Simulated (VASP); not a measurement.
Mg6CrSi: equation of state with PBE

Mg6CrSi:

```
Cr Si Mg
1.0
     4.83522    0.00000    0.00000
     0.00000    3.10759    5.30898
     0.00000   -3.10759    5.30898
Cr Si Mg
1 1 6
Cartesian
  2.4176 0.0000 7.1855
  0.0000 0.0000 8.7266
  2.4176 0.0000 1.7532
  2.4176 1.5889 4.3977
  2.4176 -1.5889 4.3977
  0.0000 0.0000 3.5275
  0.0000 1.5104 6.2419
  0.0000 -1.5104 6.2419
```

The cell comes from a database or a generator and needn't be the stable form of this composition.

```json
{
 "Program": "VASP 6.6.1",
 "Task": "equation of state",
 "Functional": "PBE",
 "Potentials or basis": "VASP PAW PBE potentials, release 64 (Cr_pv, Si, Mg)",
 "Cutoff": "520 eV",
 "k mesh": "6 × 5 × 5",
 "Occupations": "fermi-dirac, width 0.05 eV",
 "Spin": "collinear spin, ferromagnetic start",
 "Starting moments": "[3.0, 0.0, 0.0, 0.0, 0.0, 0.0, 0.0, 0.0] μB"
}
```

The equilibrium volume is 19.84 Å³/atom. The bulk modulus at fixed shape and positions is 46 GPa. The pressure derivative of the bulk modulus is 4.1.

Energy against volume, from the lowest point:
| volume (Å³/atom) | energy (meV/atom) |
| --- | --- |
| 18.746 | 9.57 |
| 19.145 | 3.69 |
| 19.544 | 0.59 |
| 19.943 | 0.00 |
| 20.342 | 1.68 |
| 20.741 | 5.41 |

All runs of the series together: 54 min on 1 thread of AMD EPYC 7R43 64-Core Processor (Zen 3) (shared host).

Caveat: the cell was scaled at fixed shape and fractional positions, which overstates the stiffness of a crystal with free parameters, most of all of layers and chains.
